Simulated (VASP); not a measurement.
Computed with revTPSS meta-GGA, VASP's PBE PAW potentials (set 64) (plane waves; VASP 6.6.1).

VASP input:

### POSCAR
```
TiAl
1.0
  2.8068408649   0.0000000000   0.0000000000
  0.0000000000   2.8068408649   0.0000000000
  0.0000000000   0.0000000000   4.0309903704
Ti Al
1 1
direct
  0.0000000000   0.0000000000   0.0000000000
  0.5000000000   0.5000000000   0.5000000000
```

INCAR:
```
# general
SYSTEM   =  TiAl
PREC     =  Accurate
ENCUT    =  520
LREAL    =  .False.   # projection in real space or not
LASPH    =  .True.

# electronic loop
EDIFF    =  1E-6   # SCF stop (eV)
NELM     =  100   # most electronic steps
ALGO     =  Normal
LMAXMIX  =  4   # l cut-off of mixed one-centre charges
LMIXTAU  =  .True.

# smearing
ISMEAR   =  1   # Methfessel-Paxton
SIGMA    =  0.1

# functional
METAGGA  =  RTPSS

# ions
IBRION   =  2
NSW      =  60
ISIF     =  3
EDIFFG   =  -0.01

# output
LWAVE    =  .False.
LCHARG   =  .False.
```

### KPOINTS
```
Automatic mesh
0
Gamma
12 12 8
0 0 0
```

POTCAR, in this order: Ti_sv Al (PBE.64 set). Program: vasp_std.

The run wrote:

OUTCAR:
```
 ion  position               nearest neighbor table
   1  0.000  0.000  0.000-   2 2.83   2 2.83   2 2.83   2 2.83   2 2.83   2 2.83   2 2.83   2 2.83
  LATTYP: Found a simple tetragonal cell.
 ALAT       =     2.8068408649
 C/A-ratio  =     1.4361307122
 Subroutine PRICEL returns:
 Original cell was already a primitive cell.
 Subroutine GETGRP returns: Found 16 space group operations
The static configuration has the point symmetry D_4h.
The dynamic configuration has the point symmetry D_4h.
 Subroutine INISYM returns: Found 16 space group operations
 Subroutine IBZKPT returns following result:
 Found    140 irreducible k-points:

 Following reciprocal coordinates:
            Coordinates               Weight
  0.000000  0.000000  0.000000      1.000000
  0.083333  0.000000  0.000000      4.000000
  0.166667  0.000000  0.000000      4.000000
  0.250000  0.000000  0.000000      4.000000
  0.333333  0.000000  0.000000      4.000000
  0.416667  0.000000  0.000000      4.000000
  0.500000  0.000000  0.000000      2.000000
  0.083333  0.083333  0.000000      4.000000
  0.166667  0.083333  0.000000      8.000000
...
```

### OSZICAR
```
       N       E                     dE             d eps       ncg     rms          rms(c)
DAV:   1     0.155367394523E+03    0.15537E+03   -0.13402E+04  4240   0.317E+03
DAV:   2     0.774591371630E+01   -0.14762E+03   -0.14255E+03  3753   0.644E+02
DAV:   3    -0.158439134411E+02   -0.23590E+02   -0.22532E+02  6053   0.278E+02
DAV:   4    -0.197827692767E+02   -0.39389E+01   -0.37606E+01  5807   0.984E+01
DAV:   5    -0.209848668103E+02   -0.12021E+01   -0.11805E+01  6109   0.351E+01    0.174E+01
DAV:   6    -0.169375213024E+02    0.40473E+01   -0.16525E+02  3620   0.119E+02    0.151E+01
DAV:   7    -0.137703381709E+02    0.31672E+01   -0.16772E+01  3487   0.624E+01    0.952E+00
DAV:   8    -0.128112246417E+02    0.95911E+00   -0.12484E+01  3891   0.351E+01    0.231E+00
DAV:   9    -0.131356526142E+02   -0.32443E+00   -0.18883E+00  3819   0.175E+01    0.195E+00
DAV:  10    -0.134838514113E+02   -0.34820E+00   -0.88603E-01  3813   0.962E+00    0.304E+00
DAV:  11    -0.136078499913E+02   -0.12400E+00   -0.28298E-01  4357   0.588E+00    0.252E+00
DAV:  12    -0.135947036458E+02    0.13146E-01   -0.10300E+00  4290   0.120E+01    0.378E-01
DAV:  13    -0.135867611594E+02    0.79425E-02   -0.21436E-02  3547   0.154E+00    0.336E-01
DAV:  14    -0.135987402570E+02   -0.11979E-01   -0.13432E-02  4239   0.136E+00    0.160E-01
DAV:  15    -0.136009569123E+02   -0.22167E-02   -0.42851E-03  3583   0.442E-01    0.188E-01
DAV:  16    -0.136040431349E+02   -0.30862E-02   -0.90765E-03  4216   0.129E+00    0.648E-02
DAV:  17    -0.136043562430E+02   -0.31311E-03   -0.10838E-03  4797   0.359E-01    0.296E-02
DAV:  18    -0.136043604627E+02   -0.42196E-05   -0.45261E-05  3330   0.993E-02    0.276E-02
DAV:  19    -0.136043683190E+02   -0.78564E-05   -0.20397E-05  3526   0.670E-02    0.122E-02
DAV:  20    -0.136043722998E+02   -0.39807E-05   -0.64088E-06  3804   0.352E-02    0.476E-03
DAV:  21    -0.136043726043E+02   -0.30452E-06   -0.33665E-07  1669   0.925E-03
   1 F= -.13604373E+02 E0= -.13604617E+02  d E =-.136044E+02
       N       E                     dE             d eps       ncg     rms          rms(c)
DAV:   1    -0.136047962889E+02   -0.42399E-03   -0.90445E-03  3743   0.151E+00    0.184E-01
DAV:   2    -0.136042361231E+02    0.56017E-03   -0.33596E-03  4183   0.809E-01    0.682E-02
DAV:   3    -0.136043020155E+02   -0.65892E-04   -0.75685E-04  4086   0.284E-01    0.186E-02
DAV:   4    -0.136043772040E+02   -0.75189E-04   -0.59145E-04  3668   0.135E-01    0.370E-02
DAV:   5    -0.136043783709E+02   -0.11669E-05   -0.19246E-05  3344   0.362E-02    0.365E-02
DAV:   6    -0.136043788851E+02   -0.51415E-06   -0.13344E-06  2477   0.177E-02
   2 F= -.13604379E+02 E0= -.13604625E+02  d E =-.628077E-05
       N       E                     dE             d eps       ncg     rms          rms(c)
DAV:   1    -0.136079608158E+02   -0.35824E-02   -0.80796E-02  3781   0.448E+00    0.563E-01
DAV:   2    -0.136028391849E+02    0.51216E-02   -0.29088E-02  4204   0.239E+00    0.220E-01
DAV:   3    -0.136033825526E+02   -0.54337E-03   -0.70636E-03  4079   0.866E-01    0.633E-02
DAV:   4    -0.136041221484E+02   -0.73960E-03   -0.60950E-03  3656   0.432E-01    0.118E-01
DAV:   5    -0.136041411805E+02   -0.19032E-04   -0.19397E-04  3409   0.115E-01    0.119E-01
DAV:   6    -0.136041314948E+02    0.96857E-05   -0.79685E-06  3515   0.363E-02    0.118E-01
DAV:   7    -0.136041661602E+02   -0.34665E-04   -0.34773E-05  4041   0.914E-02    0.130E-01
DAV:   8    -0.136039327804E+02    0.23338E-03   -0.18117E-03  3170   0.703E-01    0.236E-01
DAV:   9    -0.136039735019E+02   -0.40721E-04   -0.19620E-04  4482   0.205E-01    0.300E-01
DAV:  10    -0.136037566105E+02    0.21689E-03   -0.99191E-04  3545   0.476E-01    0.430E-01
DAV:  11    -0.136038212250E+02   -0.64614E-04   -0.33404E-04  3311   0.324E-01    0.360E-01
DAV:  12    -0.136039666823E+02   -0.14546E-03   -0.10116E-03  3218   0.547E-01    0.224E-01
DAV:  13    -0.136040546155E+02   -0.87933E-04   -0.68832E-04  3827   0.411E-01    0.110E-01
DAV:  14    -0.136040794632E+02   -0.24848E-04   -0.21445E-04  3844   0.222E-01    0.426E-02
DAV:  15    -0.136040829401E+02   -0.34769E-05   -0.63514E-05  3837   0.119E-01    0.881E-03
DAV:  16    -0.136040823982E+02    0.54193E-06   -0.44447E-06  3565   0.320E-02
   3 F= -.13604082E+02 E0= -.13604332E+02  d E =0.290206E-03
       N       E                     dE             d eps       ncg     rms          rms(c)
DAV:   1    -0.136056388334E+02   -0.15559E-02   -0.28185E-02  3733   0.268E+00    0.328E-01
DAV:   2    -0.136039276328E+02    0.17112E-02   -0.10676E-02  4182   0.144E+00    0.122E-01
DAV:   3    -0.136040771817E+02   -0.14955E-03   -0.23970E-03  4091   0.510E-01    0.340E-02
DAV:   4    -0.136043083132E+02   -0.23113E-03   -0.19082E-03  3653   0.244E-01    0.660E-02
DAV:   5    -0.136043112440E+02   -0.29308E-05   -0.62172E-05  3351   0.668E-02    0.633E-02
DAV:   6    -0.136043108566E+02    0.38741E-06   -0.32744E-06  3190   0.254E-02
   4 F= -.13604311E+02 E0= -.13604559E+02  d E =0.617477E-04
       N       E                     dE             d eps       ncg     rms          rms(c)
DAV:   1    -0.136047995654E+02   -0.48832E-03   -0.78097E-03  3856   0.131E+00    0.193E-01
DAV:   2    -0.136042261476E+02    0.57342E-03   -0.27646E-03  4283   0.734E-01    0.921E-02
DAV:   3    -0.136042552898E+02   -0.29142E-04   -0.85919E-04  4029   0.304E-01    0.307E-02
DAV:   4    -0.136043665070E+02   -0.11122E-03   -0.10403E-03  3650   0.179E-01    0.491E-02
DAV:   5    -0.136043698442E+02   -0.33372E-05   -0.31923E-05  3419   0.477E-02    0.498E-02
DAV:   6    -0.136043747112E+02   -0.48669E-05   -0.28320E-06  2919   0.132E-02    0.550E-02
DAV:   7    -0.136043655050E+02    0.92061E-05   -0.21884E-05  3188   0.375E-02    0.431E-02
DAV:   8    -0.136043512105E+02    0.14294E-04   -0.24975E-05  3480   0.705E-02    0.259E-02
DAV:   9    -0.136043534914E+02   -0.22808E-05   -0.20821E-06  3106   0.174E-02    0.251E-02
DAV:  10    -0.136043565730E+02   -0.30817E-05   -0.40749E-06  3638   0.264E-02    0.227E-02
DAV:  11    -0.136043583151E+02   -0.17420E-05   -0.17201E-06  1863   0.207E-02    0.191E-02
DAV:  12    -0.136043589808E+02   -0.66572E-06   -0.67633E-07  1555   0.131E-02
   5 F= -.13604359E+02 E0= -.13604606E+02  d E =0.136235E-04
       N       E                     dE             d eps       ncg     rms          rms(c)
DAV:   1    -0.136043833505E+02   -0.25035E-04   -0.27428E-04  3562   0.267E-01    0.394E-02
DAV:   2    -0.136043603170E+02    0.23034E-04   -0.17177E-04  3959   0.192E-01    0.130E-02
DAV:   3    -0.136043666304E+02   -0.63134E-05   -0.35091E-05  4467   0.645E-02    0.681E-03
DAV:   4    -0.136043688649E+02   -0.22345E-05   -0.12449E-05  3451   0.230E-02    0.832E-03
DAV:   5    -0.136043699472E+02   -0.10823E-05   -0.39510E-06  2787   0.221E-02    0.658E-03
DAV:   6    -0.136043694574E+02    0.48975E-06   -0.87443E-07  1573   0.137E-02
   6 F= -.13604369E+02 E0= -.13604616E+02  d E =0.314686E-05
```

OUTCAR:
```
------------------------ aborting loop because EDIFF is reached ----------------------------------------
  FORCE on cell =-STRESS in cart. coord.  units (eV):
  Direction    XX          YY          ZZ          XY          YZ          ZX
  --------------------------------------------------------------------------------------
  Total        0.0170571      0.0170571      0.0051773      0.0000000      0.0000000      0.0000000
  in kB        0.8618608      0.8618608      0.2616004      0.0000000      0.0000000      0.0000000
  external PRESSURE =       0.6617740 kB  Pullay stress =       0.0000000 kB
  volume of cell :       31.71
      direct lattice vectors                 reciprocal lattice vectors
     2.805907020  0.000000000  0.000000000     0.356390997  0.000000000  0.000000000
     0.000000000  2.805907020  0.000000000     0.000000000  0.356390997  0.000000000
     0.000000000 -0.000000000  4.027465850     0.000000000 -0.000000000  0.248295091
 POSITION                                       TOTAL-FORCE (eV/Angst)
 -----------------------------------------------------------------------------------
      0.00000      0.00000      0.00000         0.000000      0.000000      0.000000
      1.40295      1.40295      2.01373         0.000000     -0.000000      0.000000
 -----------------------------------------------------------------------------------
    total drift:                                0.000000      0.000000      0.000000
  FREE ENERGIE OF THE ION-ELECTRON SYSTEM (eV)
  ---------------------------------------------------
  free  energy   TOTEN  =       -13.6043694574 eV

  energy  without entropy=      -13.6051086157  energy(sigma->0) =      -13.60461584

 reached required accuracy - stopping structural energy minimisation
```
(Selected blocks of OUTCAR.)

File CONTCAR:
```
TiAl
   1.00000000000000
     2.8059070196583682    0.0000000000000000    0.0000000000000000
     0.0000000000000000    2.8059070196583682    0.0000000000000000
     0.0000000000000000   -0.0000000000000000    4.0274658499407208
  Ti              Al
     1     1
Direct
     0.0000000000000000    0.0000000000000000    0.0000000000000000
     0.5000000000000000    0.5000000000000000    0.5000000000000000
```

The compound is TiAl in the L1_0 structure. This run relaxes it. Symmetry was kept, so distortions that lower it aren't found. The start is the result of an earlier pass. The electron count is odd and the run is not spin-polarised, which forces a metal.
